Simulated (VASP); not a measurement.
Output of a VASP run:

**OSZICAR**
```
       N       E                     dE             d eps       ncg     rms          rms(c)
DAV:   1     0.117583507560E+03    0.11758E+03   -0.83253E+03  2880   0.156E+03
DAV:   2    -0.348508288434E+02   -0.15243E+03   -0.14631E+03  2976   0.410E+02
DAV:   3    -0.476429667707E+02   -0.12792E+02   -0.12440E+02  3652   0.116E+02
DAV:   4    -0.483009642417E+02   -0.65800E+00   -0.65553E+00  4112   0.251E+01
DAV:   5    -0.483192240069E+02   -0.18260E-01   -0.18229E-01  3548   0.373E+00    0.187E+01
DAV:   6    -0.274927282118E+02    0.20826E+02   -0.61680E+01  3976   0.123E+02    0.630E+00
DAV:   7    -0.266036974975E+02    0.88903E+00   -0.18322E+01  3340   0.637E+01    0.560E+00
DAV:   8    -0.265106251181E+02    0.93072E-01   -0.11433E+00  3560   0.158E+01    0.272E+00
DAV:   9    -0.265100346074E+02    0.59051E-03   -0.26191E-01  3372   0.666E+00    0.182E+00
DAV:  10    -0.266433546549E+02   -0.13332E+00   -0.13066E+00  2896   0.146E+01    0.151E+00
DAV:  11    -0.265081060820E+02    0.13525E+00   -0.44544E-01  2904   0.993E+00    0.384E-01
DAV:  12    -0.265667743438E+02   -0.58668E-01   -0.13079E-01  2920   0.523E+00    0.159E-01
DAV:  13    -0.265656022818E+02    0.11721E-02   -0.62930E-03  3384   0.128E+00    0.179E-01
DAV:  14    -0.265696803509E+02   -0.40781E-02   -0.28002E-02  3108   0.200E+00    0.174E-01
DAV:  15    -0.265666377040E+02    0.30426E-02   -0.53257E-03  2940   0.999E-01    0.823E-02
DAV:  16    -0.265682283096E+02   -0.15906E-02   -0.30601E-03  3296   0.674E-01    0.513E-02
DAV:  17    -0.265682031938E+02    0.25116E-04   -0.30563E-04  3144   0.260E-01    0.275E-02
DAV:  18    -0.265680020164E+02    0.20118E-03   -0.69843E-04  3304   0.304E-01    0.184E-02
DAV:  19    -0.265680056266E+02   -0.36102E-05   -0.46633E-05  3880   0.767E-02    0.156E-02
DAV:  20    -0.265680050591E+02    0.56756E-06   -0.32025E-06  3744   0.152E-02    0.154E-02
DAV:  21    -0.265679902907E+02    0.14768E-04   -0.89433E-06  3136   0.366E-02    0.385E-03
DAV:  22    -0.265679840196E+02    0.62711E-05   -0.79345E-07  3224   0.129E-02    0.424E-03
DAV:  23    -0.265679863423E+02   -0.23227E-05   -0.21668E-07  2468   0.658E-03    0.220E-03
DAV:  24    -0.265679856017E+02    0.74057E-06   -0.36333E-07  2952   0.759E-03    0.105E-03
DAV:  25    -0.265679858020E+02   -0.20030E-06   -0.72643E-08  1540   0.462E-03    0.944E-04
DAV:  26    -0.265679860561E+02   -0.25412E-06   -0.20127E-08  1460   0.178E-03    0.416E-04
DAV:  27    -0.265679863451E+02   -0.28901E-06   -0.56234E-09  1456   0.102E-03    0.331E-04
DAV:  28    -0.265679863600E+02   -0.14874E-07   -0.31747E-09  1444   0.633E-04
   1 F= -.26567986E+02 E0= -.26568119E+02  d E =0.397376E-03
```

File OUTCAR:
```
------------------------ aborting loop because EDIFF is reached ----------------------------------------
  FORCE on cell =-STRESS in cart. coord.  units (eV):
  Direction    XX          YY          ZZ          XY          YZ          ZX
  --------------------------------------------------------------------------------------
  Total       -1.9130480     -1.9130480     -1.9130480      0.0000000     -0.0000000      0.0000000
  in kB     -152.4898344   -152.4898344   -152.4898344      0.0000000     -0.0000000      0.0000000
  external PRESSURE =    -152.4898344 kB  Pullay stress =       0.0000000 kB
  volume of cell :       20.10
      direct lattice vectors                 reciprocal lattice vectors
     0.000000000  2.158018604  2.158018604    -0.231694017  0.231694017  0.231694017
     2.158018604  0.000000000  2.158018604     0.231694017 -0.231694017  0.231694017
     2.158018604  2.158018604  0.000000000     0.231694017  0.231694017 -0.231694017
 POSITION                                       TOTAL-FORCE (eV/Angst)
 -----------------------------------------------------------------------------------
      0.00000      0.00000      0.00000         0.000000      0.000000      0.000000
      2.15802      2.15802      2.15802         0.000000      0.000000     -0.000000
 -----------------------------------------------------------------------------------
    total drift:                                0.000000     -0.000000     -0.000000
  FREE ENERGIE OF THE ION-ELECTRON SYSTEM (eV)
  ---------------------------------------------------
  free  energy   TOTEN  =       -26.5679863600 eV

  energy  without entropy=      -26.5683837365  energy(sigma->0) =      -26.56811882
```
(Selected blocks of OUTCAR.)

POSCAR:
```
TiN
1
    0.0000000000     2.1580186038     2.1580186038
    2.1580186038     0.0000000000     2.1580186038
    2.1580186038     2.1580186038     0.0000000000
Ti N
1 1
Direct
  0.0000000000   0.0000000000   0.0000000000
  0.5000000000   0.5000000000   0.5000000000
```

Question: Reconstruct the remaining input files.

Answer: One answer among several that fit: the input of the run itself, MS2 meta-GGA, plane waves, VASP's PBE PAW potentials (set 64).

INCAR:
```
# general
SYSTEM  = TiN
PREC    = Accurate
ENCUT   = 520
LREAL   = .FALSE.
LASPH   = .TRUE.

# electronic loop
EDIFF   = 1E-7
NELM    = 100
ALGO    = Normal
LMAXMIX = 4
LMIXTAU = .TRUE.

# smearing
ISMEAR  = 1
SIGMA   = 0.1

# functional
METAGGA = MS2

# ions
ISIF    = 2

# output
LWAVE   = .FALSE.
LCHARG  = .FALSE.
```

File KPOINTS:
```
Automatic mesh
0
Gamma
15 15 15
0 0 0
```

POTCAR, in this order: Ti_sv N (PBE.64 set). Program: vasp_std.

The compound is TiN in the rock salt structure. This cell is one point of a volume scan, at 1.06 of the reference volume. The electron count is odd and the run is not spin-polarised, which forces a metal.
